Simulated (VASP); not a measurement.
Consider the following.

```xyz
2
Lattice="0.0000 1.8132 1.8132 1.8132 0.0000 1.8132 1.8132 1.8132 0.0000" Properties=species:S:1:pos:R:3 pbc="T T T"
C      0.0000     0.0000     0.0000
C      0.9066     0.9066     0.9066
```

Method: PBEsol GGA, VASP's PBE PAW potentials (set 64) (plane waves; VASP 6.6.1). Settings: 520 eV cut-off, 13×13×13 Γ-centred mesh, Gaussian smearing of 0.050 eV, potentials C.

Task: Predict the energy per atom (σ→0), pressure.

Result: 
- energy per atom (σ→0) = -9.599 eV/atom
- pressure = -23.59 GPa

The absolute energy has meaning only against runs of the same code, potentials and settings.

The compound is C in the diamond structure. This cell is one point of a volume scan, at 1.06 of the reference volume.
